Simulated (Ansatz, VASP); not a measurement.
# ZnS (Wurtzite-2H): VASP beside Ansatz, part 3 of 3

Wanted: the spread between two codes on one cell, functional and k mesh. The cell is taken from a series of runs on this material, whose earlier steps may have relaxed, scaled, displaced or heated it; both programs get it as it stands.

VASP 6.6.1 and Ansatz 0.2.0.

So far: Set-up; VASP: zone-centre phonons, PBE.

## (3) Ansatz: zone-centre phonons, PBE

Level of this step: Ansatz beside VASP: Kohn-Sham DFT, plane waves, PBE (Ansatz).

Ansatz runs on norm-conserving files, of PseudoDojo where its log says so.

The same cell, functional and mesh now go to Ansatz, which takes its cutoff from its data sets.

File input.yaml:

```yaml
crystal:
  lattice:
    - [3.8448728206, 0.0, 0.0]
    - [-1.9224364103, 3.329757537, 0.0]
    - [0.0, 0.0, 6.3049189465]
  atoms:
    - { symbol: Zn, position: [0.3333333333, 0.6666666667, 0.0002307343] }
    - { symbol: Zn, position: [0.6666666667, 0.3333333333, 0.5002307343] }
    - { symbol: S, position: [0.3333333333, 0.6666666667, 0.3747692657] }
    - { symbol: S, position: [0.6666666667, 0.3333333333, 0.8747692657] }
kpoints:
  mp_grid: { grid: [9, 9, 4] }
hamiltonian:
  xc: pbe
  pseudopotentials: { kind: nc, accuracy: standard }
scf:
  occupations: { method: fixed }
output:
  eigenvalues: true
phonons:
  method: dfpt
  dielectric: true
  rigid_motions: translations
```

On the command line:

```
ansatz run input.yaml --threads 4 --pin off --max-ram 8192MiB --backend cpu --events-out ev --progress --plain --runs-dir out
```

Numbers of over 12 decimals in the logs are rounded to 6 here.

The program printed:

```text
Engine: ansatz 0.2.0, x86_64-unknown-linux-gnu
Pseudopotentials: kind: nc
Pseudopotential: Zn, nc, valence charge 20, recommended cutoff 1142.878222 eV (normal), Zn.nc.azcp (PseudoDojo's, or run here from an input of PseudoDojo's; its table is named by hamiltonian.pseudopotentials.accuracy)
Pseudopotential: S, nc, valence charge 6, recommended cutoff 770 eV (normal), S.nc.azcp (PseudoDojo's, or run here from an input of PseudoDojo's; its table is named by hamiltonian.pseudopotentials.accuracy)
Functional definition: PBE
  parameter kappa = 0.804
  parameter beta = 0.066725
  exchange = pbe_x(kappa = kappa, mu = beta*pi^2/3)
  correlation = pbe_c(beta = beta)
Crystal: 4 atoms, lattice volume = 80.719 Å³
Basis set: ecut = 1142.878222 eV, 7115 PW (Γ), exchange–correlation on 90×90×144 points (8 copies of the dense FFT grid, shifted against one another)
Bands: 32, of which v1, the nominal top of the filled ones, is band 26 counted from 1 (25 counted from 0)
Symmetry: 12 space group operations
k-points: 95 of 324 (irreducible under 2 space group operations, time reversal used)
Non-local potential: Zn, projectors of the file, l = 0: 2, l = 1: 2, l = 2: 2
Non-local potential: S, projectors of the file, l = 0: 2, l = 1: 2, l = 2: 2
Initial density: superposition of atomic densities (chi_scale 0.1, normalization cell, long waves kept (reshape's long-wave potential 0.00 eV rms))
Initial wavefunctions: pseudopotential atomic-orbital guess
Functional: x = pbe(κ = 0.804, μ = 0.219515), c = pbe(β = 0.066725)
SCF iter   1: F=—  HF=-11979.006920 eV  |F-HF|=—  |Δ(HF+E_count)|=         —  Δρ=4.92e-2  dr2=9.67e-1  ethr=3.10e-3  ⟨swp⟩=5.9  Hψ=12088  notcnv=0  defer=276
preconditioner: auto → Resta (q_TF=auto, 2.535 Å⁻¹)  ε∞=5.4  [insulator: Δε(μ)=2.187 eV  Ē_g=11.797 eV  n_scr=22 (ndim 8)  ℏωp=24.8 eV  f_vac=0.049  ε∞_Penn≈5.4]
SCF iter   2: F=—  HF=-11978.786493 eV  |F-HF|=—  |Δ(HF+E_count)|=   2.20e-1  Δρ=1.77e-2  dr2=1.73e-1  ethr=1.86e-3  ⟨swp⟩=2.1  Hψ=5502  notcnv=0  defer=378
SCF iter   3: F=—  HF=-11978.768357 eV  |F-HF|=—  |Δ(HF+E_count)|=   1.81e-2  Δρ=6.55e-3  dr2=3.28e-2  ethr=3.32e-4  ⟨swp⟩=2.0  Hψ=3086  notcnv=0  defer=378
SCF iter   4: F=—  HF=-11978.769976 eV  |F-HF|=—  |Δ(HF+E_count)|=   1.62e-3  Δρ=1.41e-3  dr2=1.70e-3  ethr=6.30e-5  ⟨swp⟩=2.5  Hψ=4178  notcnv=0  defer=379
SCF iter   5: F=—  HF=-11978.771658 eV  |F-HF|=—  |Δ(HF+E_count)|=   1.68e-3  Δρ=4.55e-4  dr2=1.86e-4  ethr=3.26e-6  ⟨swp⟩=2.1  Hψ=4803  notcnv=0  defer=378
SCF iter   6: F=—  HF=-11978.772076 eV  |F-HF|=—  |Δ(HF+E_count)|=   4.18e-4  Δρ=1.14e-4  dr2=7.54e-6  ethr=3.58e-7  ⟨swp⟩=2.0  Hψ=4787  notcnv=0  defer=378
SCF iter   7: F=—  HF=-11978.772090 eV  |F-HF|=—  |Δ(HF+E_count)|=   1.37e-5  Δρ=2.09e-5  dr2=4.17e-7  ethr=1.45e-8  ⟨swp⟩=2.0  Hψ=4613  notcnv=0  defer=280
SCF iter   8: F=—  HF=-11978.772047 eV  |F-HF|=—  |Δ(HF+E_count)|=   4.23e-5  Δρ=5.26e-6  dr2=2.00e-8  ethr=8.02e-10  ⟨swp⟩=2.0  Hψ=4739  notcnv=0  defer=146
SCF iter   9: F=—  HF=-11978.772047 eV  |F-HF|=—  |Δ(HF+E_count)|=   3.21e-8  Δρ=1.29e-6  dr2=7.08e-10  ethr=3.84e-11  ⟨swp⟩=2.0  Hψ=4604  notcnv=0  defer=146
SCF iter  10: F=-11978.772047 eV  HF=-11978.772047 eV  |F-HF|=4.37e-11  |Δ(HF+E_count)|=   1.52e-9  Δρ=1.83e-7  dr2=2.01e-11  ethr=1.00e-12  ⟨swp⟩=16.1  Hψ=23569  notcnv=0
SCF 1 converged in 10 iterations: F = -11978.772047 eV  dr2 = 2.01e-11
NSCF: frozen V_eff on 4 k-points
DFPT response loops at Γ: preconditioner auto → Resta (q_TF=auto, 2.535 Å⁻¹)  ε∞=5.4 (no band partly filled); β = 1.00, the filter's whole step (`scf.mixing.beta` (0.50) is not read by the response loops at its default; to damp them type it under 1.00, their step now; it binds the ground state too); Broyden in place of MSR1
── the response to a field inside a basis, on 12×12×6 k-points: an SCF that follows is theirs, and a resumed run solves both again ──
Bands: 27, of which v1, the nominal top of the filled ones, is band 26 counted from 1 (25 counted from 0)
k-points: 126 of 864 (irreducible under 4 space group operations, time reversal used)
Initial density: handed on by an earlier stage of this run
Initial wavefunctions: pseudopotential atomic-orbital guess (no wavefunctions were taken with the density)
Eigensolver: Dense (126 Hₖ)
SCF iter   1: F=—  HF=-11978.734643 eV  |F-HF|=—  |Δ(HF+E_count)|=         —  Δρ=1.64e-4  dr2=2.50e-6  ethr=1.00e-1
preconditioner: auto → Resta (q_TF=auto, 2.535 Å⁻¹)  ε∞=7.9  [insulator: Δε(μ)=2.377 eV  Ē_g=9.440 eV  n_scr=22 (ndim 8)  ℏωp=24.8 eV  f_vac=0.102  ε∞_Penn≈7.9]
SCF iter   2: F=—  HF=-11978.734649 eV  |F-HF|=—  |Δ(HF+E_count)|=   5.44e-6  Δρ=8.62e-5  dr2=8.71e-7  ethr=4.82e-9
SCF iter   3: F=-11978.734651 eV  HF=-11978.734651 eV  |F-HF|=1.61e-8  |Δ(HF+E_count)|=   2.25e-6  Δρ=7.53e-6  dr2=3.91e-8  ethr=1.68e-9
SCF 1 converged in 3 iterations: F = -11978.734651 eV  dr2 = 3.91e-8
DFPT response loops at Γ: preconditioner auto → Resta (q_TF=auto, 2.535 Å⁻¹)  ε∞=5.0 (no band partly filled); β = 1.00, the filter's whole step (`scf.mixing.beta` (0.50) is not read by the response loops at its default; to damp them type it under 1.00, their step now; it binds the ground state too); Broyden in place of MSR1
WARN: field response: ε∞ stands inside a basis, on 12×12×6 points; the force constants stand on the 9×9×4 k-mesh, whose period is 10.34 times the interband length at k = (0.0000, 0.0000, 0.0000), direct gap 2.083 eV, under 14: take them and everything formed from them as unconverged, and compare with a denser kpoints.mp_grid
SCF converged after 10 iterations
Free energy (F): -11978.772047 eV
Harris-Foulkes:  -11978.772047 eV  (|F-HF|=4.37e-11)
Internal energy: -11978.772047 eV  (E = F + TS)
E sigma→0 (E₀):  -11978.772047 eV
Fermi energy:    6.994511 eV
--- Per-component energies (eV) ---
  E_band       = -1279.977863
  E_kinetic    = 5241.924700
  E_local      = -12551.950976  (includes V_loc(G=0)·N_el)
  E_nonlocal   = -2541.963193
  E_hartree    = 5058.320889
  E_xc         = -1394.623851
  E_vxc        = -1544.630299  (∫ρ·V_xc dr)
  E_ewald      = -5790.479617
  E_smearing   = -0.000000  (= −TS)
  E_closure    = 0.000000  (closes the sum)
  Σ components = -11978.772047   (vs F -11978.772047, Δ=0.00e0)
--- Band table (eV; the first three rows and the last of 95) ---
  k-point 0: bands = [... 22 lower, 6.1411, 6.9205, 6.9945, 6.9945, 9.0778, 10.0494, 13.3094, 13.3094, ... 2 higher]
  k-point 1: bands = [... 22 lower, 6.2571, 6.2571, 6.8593, 6.8593, 9.9746, 10.1972, 13.2515, 13.4038, ... 2 higher]
  k-point 2: bands = [... 22 lower, 6.5486, 6.5486, 6.5486, 6.5486, 10.4733, 10.4733, 13.7400, 13.7400, ... 2 higher]
  k-point 94: bands = [... 22 lower, 4.8551, 4.8551, 5.5429, 5.5429, 11.4662, 11.4662, 13.1497, 13.1497, ... 2 higher]
--- Phonons (Γ-DFPT): 4 representative perturbations + reference, on 95 of 324 k-points (Σ response iterations 14) ---
  k mesh reduced under 2 symmetry operations, with k and −k counted as one. Each operation leaves every solved perturbation unchanged. A smaller set is not considered because the run solves the response to a homogeneous field
  ASR residual: 1.785e-4 → 0.000e0 eV/Å²; symmetrization residual: 1.744e-5 eV/Å²
  ASR residual per site (eV/Å²): 1.78e-4 1.78e-4 1.26e-4 1.26e-4
  Γ frequencies (cm⁻¹): 0.00 0.00 0.00 70.21 70.21 187.94 257.65 263.43 263.43 268.47 268.47 321.27
  ε∞ (high-frequency dielectric tensor):
        5.851774     0.000000     0.000000
       -0.000000     5.851774    -0.000000
        0.000000     0.000000     5.965222
  ε⁰ (static dielectric tensor: ions relaxed, cell fixed):
        9.029461     0.000000     0.000000
        0.000000     9.029461     0.000000
        0.000000     0.000000     9.640500
  ε⁰ − ε∞ (ionic part):
        3.177687     0.000000     0.000000
        0.000000     3.177687     0.000000
        0.000000     0.000000     3.675278
  softest optical mode at Γ: 70.21 cm⁻¹; the repairs (sum rule, projections) moved no ω² at Γ by more than (1.69 cm⁻¹)²
  Born effective charges Z* (e; rows j = field, columns β = displacement):
    site 0:
         1.97251    0.00000   -0.00000
         0.00000    1.97251    0.00000
         0.00000   -0.00000    2.07477
    site 1:
         1.97251    0.00000   -0.00000
        -0.00000    1.97251    0.00000
        -0.00000   -0.00000    2.07477
    site 2:
        -1.97251   -0.00000    0.00000
        -0.00000   -1.97251    0.00000
        -0.00000   -0.00000   -2.07477
    site 3:
        -1.97251   -0.00000    0.00000
         0.00000   -1.97251   -0.00000
         0.00000    0.00000   -2.07477
  Z* charge neutrality: 2.860e-3 e pre-enforcement
  solved inside a basis spanned on kpoints, on 12×12×6 k-points, its susceptibility summed on 14×14×8: ε∞ is read to err by 2.0e-2, Z* by 2.3e-2 e (field_mesh: kpoints solves on kpoints); Z* is corrected for what the basis lacks
  optical modes at Γ without the LO–TO term, one row a degenerate level:
      ω (cm⁻¹)  modes    IR ((D/Å)²/amu)
         70.21      2             0.0000
        187.94      1             0.0000
        257.65      1             9.2334
[...]
optical modes at Γ + LO–TO along q̂ = [1.0000, 0.0000, 0.0000]:
      ω (cm⁻¹)  modes    IR ((D/Å)²/amu)
[...]
optical modes at Γ + LO–TO along q̂ = [0.0000, 1.0000, 0.0000]:
      ω (cm⁻¹)  modes    IR ((D/Å)²/amu)
[...]
321.27      1             0.0000
        327.23      1             8.3457
  optical modes at Γ + LO–TO along q̂ = [0.0000, 0.0000, 1.0000]:
      ω (cm⁻¹)  modes    IR ((D/Å)²/amu)
         70.21      2             0.0000
        187.94      1             0.0000
        263.43      2            16.6914
        268.47      2             0.0000
        321.27      1             0.0000
        327.54      1             9.2334
```

Reading the cycles: dr2 is the Hartree energy of the density residual (eV), the measure of convergence; HF is the Harris–Foulkes estimate of the energy, which meets the free energy F at convergence.

## (4) Side by side

Known differences besides the potentials themselves: fixed occupations in Ansatz, narrow Gaussian smearing in VASP; VASP's response is taken on the typed mesh, Ansatz refines its own for the field response alone; the data sets hold 52 valence electrons in Ansatz (on norm-conserving files, of PseudoDojo where its log says so) and 36 in VASP; the cutoff is 1142.88 eV in Ansatz and 500 eV in VASP. Total energies have different zeros and are not compared.

Both answers:

```tsv
quantity	Ansatz	VASP	difference
ε∞ xx	5.85	5.84	+0.14 %
ε∞ yy	5.85	5.84	+0.14 %
ε∞ zz	5.97	5.97	-0.16 %
Born charge of Zn1 (mean of the diagonal) (e)	2.01	2.02	-0.01
Born charge of S3 (mean of the diagonal) (e)	-2.01	-2.02	+0.01
optical mode 1 to 2 (cm⁻¹)	70.2	70.7	-0.67 %
optical mode 3 (cm⁻¹)	187.9	188.0	-0.02 %
optical mode 4 (cm⁻¹)	257.6	258.4	-0.30 %
optical mode 5 to 6 (cm⁻¹)	263.4	264.3	-0.32 %
optical mode 7 to 8 (cm⁻¹)	268.5	269.4	-0.33 %
optical mode 9 (cm⁻¹)	321.3	322.4	-0.34 %
```

Modes are paired by rising frequency, not by their patterns, so a pair may set unlike modes beside each other; they are those without the splitting of longitudinal modes.

## (5) What came out

* r.m.s. difference of the optical zone-centre modes, each program's sorted by frequency (zone-centre phonons, PBE): 0.76 cm⁻¹
* difference in optical mode 1 to 2 (zone-centre phonons, PBE): -0.7 %

**Reading.** The r.m.s. difference of the optical zone-centre modes, each program's sorted by frequency is 0.76 cm⁻¹ (zone-centre phonons, PBE). The data sets hold unlike numbers of valence electrons (52 in Ansatz and 36 in VASP), so part of the differences comes from the potentials. Among the rows given in per cent, the largest difference of the zone-centre phonons, PBE pair is in optical mode 1 to 2, -0.7 %. How closely two codes agree says nothing of how well the functional describes the real material.

[Lines on the potential files, build, host, timing and source positions are cut from VASP's logs without a mark.]

[Logs are printed without paths, hosts, clocks, repeated set-up lines and the standing remarks that a program may print on its own settings, such as how far it seeks lower states.]

[Hosts, paths, dates, database ids (printed as entryN), source tags and the programs' standing remarks are cut or masked in the printed files.]
